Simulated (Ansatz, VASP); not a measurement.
**Two plane-wave programs on Al2Cl**

The input INCAR:

```
ALGO     = Normal         # electronic algorithm
EDIFF    = 1E-6           # SCF threshold, eV
EDIFFG   = -0.01          # ionic threshold
ENCUT    = 600            # plane-wave cutoff, eV
GGA      = PE             # functional
IBRION   = 2              # ionic algorithm
ISIF     = 3              # what is computed and relaxed
ISMEAR   = 0              # smearing method
LASPH    = T              # aspherical terms in the spheres
LCHARG   = F              # write CHGCAR
LREAL    = F              # projectors in reciprocal space
LWAVE    = F              # write WAVECAR
NELM     = 60             # most SCF steps
NSW      = 100            # ionic steps
PREC     = Accurate       # precision mode
SIGMA    = 0.1            # smearing width, eV
```

The input KPOINTS:

```
k-points
0
Gamma
  12 12 12
```

POSCAR

```
Al2Cl
1.0
    0.0000000000      3.4811053016      3.4811053016
    3.4811053016      0.0000000000      3.4811053016
    3.4811053016      3.4811053016      0.0000000000
Al Cl
2 1
Direct
    0.2500000000      0.2500000000      0.2500000000
    0.7500000000      0.7500000000      0.7500000000
    0.5000000000      0.5000000000      0.5000000000
```

Input for Ansatz:

```yaml
crystal:
  lattice:
    - [0.0, 3.4811053016, 3.4811053016]
    - [3.4811053016, 0.0, 3.4811053016]
    - [3.4811053016, 3.4811053016, 0.0]
  atoms:
    - { symbol: Al, position: [0.25, 0.25, 0.25] }
    - { symbol: Al, position: [0.75, 0.75, 0.75] }
    - { symbol: Cl, position: [0.5, 0.5, 0.5] }
basis:
  ecutwfc: 420
kpoints:
  mp_grid: { grid: [12, 12, 12] }
hamiltonian:
  xc: pbe
scf:
  occupations: { method: gaussian, width: 0.1 }
output:
  forces: true
  stress: true
  eigenvalues: true
  write_density: true
  write_potential: true
  elf: true
  volumetric_format: npy
relax:
  adjacent_minimum: "off"
  f_tol: 0.01
  max_steps: 80
  cell: { stress_tol: 0.05 }
```

Alike in both runs: task relaxation of cell and atoms; functional PBE; k mesh 12 × 12 × 12; occupations gaussian, width 0.1 eV; no spin polarisation.

|  | VASP | Ansatz |
| --- | --- | --- |
| version | VASP 6.6.1 | Ansatz 0.2.0 |
| potentials or method | VASP PAW PBE potentials, release 64 (Al, Cl) | scalar-relativistic, plane waves, PAW |
| plane-wave cutoff (eV) | 600 | 420 |
| valence electrons in the cell | 13 | 13 |

|  | VASP | Ansatz | Ansatz less VASP |
| --- | --- | --- | --- |
| gap on the k mesh at the Fermi level, each at its own relaxed structure (eV) | none | none | - |
| relaxed volume (Å³/atom) | 28.06 | 28.05 | -0.009 |
| relaxed cell length with the largest relative difference (Å) | 4.920 | 4.919 | -0.0005 |

A gap of «none» marks a metal or a gap that the smearing closes.

Caveats: an odd number of electrons without spin polarisation forces a metal; a magnetic or distorted state may lie lower.
